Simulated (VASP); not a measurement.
The system is AlIn3Sb4.

```xyz
8
Lattice="0.0000 -3.2606 -3.2606 3.2606 6.5212 -3.2606 6.5212 -3.2606 3.2606" Properties=species:S:1:pos:R:3 pbc="T T T"
In    3.2606    0.0000   -3.2606
In    3.2606   -3.2606    0.0000
In    6.5212    0.0000    0.0000
Al    0.0000    0.0000    0.0000
Sb    8.1515   -1.6303   -1.6303
Sb    1.6303   -1.6303   -1.6303
Sb    4.8909    1.6303   -1.6303
Sb    4.8909   -1.6303    1.6303
```

The cell comes from a database or a generator and needn't be the stable form of this composition.

- Program: VASP 6.6.1
- Task: relaxation of cell and atoms
- Functional: PBEsol
- Potentials or basis: VASP PAW PBE potentials, release 64 (In_d, Al, Sb)
- Cutoff: 600 eV
- k mesh: 3 × 3 × 2
- Occupations: gaussian, width 0.02 eV
- Spin: no spin polarisation

At the start: pressure -1.2 GPa; volume 34.66 Å³/atom.

Q: Where does the relaxation end?

A: Over 20 steps the energy falls by 25.0 meV/atom and the volume is 33.42 Å³/atom (-3.6 %); space group Cm (No. 8, to 0.05 Å).

Step by step:
```csv
step,energy change (eV),largest force (eV/Å),pressure (GPa),volume (Å³)
1,0.0000,0.7528,-1.19,277.32
2,-0.1102,0.6331,0.14,267.14
3,-0.1222,0.5699,1.00,261.09
4,-0.1240,0.5906,0.70,262.81
5,-0.1773,0.2083,0.34,264.58
6,-0.1872,0.2453,0.19,265.79
7,-0.1951,0.1200,-0.06,267.82
8,-0.1956,0.1115,-0.16,268.47
9,-0.1986,0.0395,-0.04,267.61
10,-0.1986,0.0502,-0.02,267.47
11,-0.1990,0.0397,0.02,267.18
12,-0.1992,0.0341,0.08,266.86
13,-0.1994,0.0252,0.05,267.06
14,-0.1996,0.0231,0.00,267.36
15,-0.1997,0.0164,0.00,267.37
16,-0.1997,0.0220,0.00,267.38
17,-0.1998,0.0179,0.00,267.39
18,-0.1998,0.0183,0.00,267.39
19,-0.1999,0.0128,0.00,267.38
20,-0.1999,0.0077,0.01,267.34
```

Final structure:
```yaml
crystal:
  lattice:
    - [0.00000, -3.28970, -3.28970]
    - [3.18426, 6.48318, -3.19347]
    - [6.29196, -3.20041, 3.20041]
  atoms:
    - { symbol: In, position: [0.74739, 0.49477, 0.24626] }
    - { symbol: In, position: [0.50045, 0.00090, 0.50131] }
    - { symbol: In, position: [0.25111, 0.50222, 0.75608] }
    - { symbol: Al, position: [0.00072, 0.00144, 0.00271] }
    - { symbol: Sb, position: [0.82113, 0.64225, 0.93863] }
    - { symbol: Sb, position: [0.55707, 0.11415, 0.17188] }
    - { symbol: Sb, position: [0.31085, 0.62170, 0.43451] }
    - { symbol: Sb, position: [0.06128, 0.12257, 0.69862] }
```

Caveat: the k mesh is coarse (spacing up to 0.48 Å⁻¹), so the values aren't converged; the PAW data sets were made with another functional, which shifts forces and pressure a little.
